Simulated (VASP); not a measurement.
An input for Ansatz (written as the equivalent of a VASP run, and not itself run):

Ansatz 0.2 input:
```yaml
crystal:
  lattice:
    - [1.3419877, 0.7747970, 4.5643315]
    - [-1.3419877, 0.7747970, 4.5643315]
    - [0.0000000, -1.5495941, 4.5643315]
  atoms:
    - { symbol: Si, position: [0.0000000, 0.0000000, 0.0000000] }
    - { symbol: O, position: [0.2669628, 0.2669628, 0.2669628] }
    - { symbol: O, position: [0.7330372, 0.7330372, 0.7330372] }
kpoints:
  mp_grid: { grid: [9, 9, 9] }
hamiltonian:
  xc: r2scan
  pseudopotentials: { kind: paw }
scf:
  occupations: { method: gaussian, width: 0.05 }
  max_iter: 100
relax:
  max_steps: 60
  f_tol: 0.02
  cell: {}
output: { forces: true, stress: true, eigenvalues: true }
```

### Question
Translate this input to VASP (INCAR, KPOINTS, POSCAR, choice of POTCAR).

### Answer
One answer among several that fit: 
File KPOINTS:
```
Regular mesh
0
gamma
9 9 9
```

### POSCAR
```
SiO2
1.0
  1.3419877004   0.7747970284   4.5643314561
 -1.3419877004   0.7747970284   4.5643314561
  0.0000000000  -1.5495940568   4.5643314561
Si O
1 2
Cart
  0.0000000000   0.0000000000   0.0000000000
 -0.0000000000   0.0000000000   3.6555196048
 -0.0000000000  -0.0000000000  10.0374747635
```

INCAR:
```
SYSTEM = SiO2
PREC = Accurate; ENCUT = 520; LREAL = F
LASPH = T
EDIFF = 1E-6; NELM = 100; ALGO = Normal
LMIXTAU = T
ISMEAR = 0; SIGMA = 0.05
METAGGA = R2SCAN
IBRION = 2; NSW = 60; ISIF = 3
EDIFFG = -0.02
LWAVE = F; LCHARG = F
```

POTCAR, in this order: Si O (PBE.64 set). Program: vasp_std.

What does not carry over: each code has its own PAW files, so the cut-off isn't converted (ENCUT is set for VASP's; basis.ecutwfc is left out, and Ansatz then takes the one that its files recommend); Ansatz stops its SCF on the density residual and VASP on the energy change (EDIFF).

The structure was generated: SiO2 was put into the CdCl2 type (R-3m), which need not be its known phase. This run relaxes it. Symmetry was kept, so distortions that lower it aren't found. The start is the result of an earlier pass.
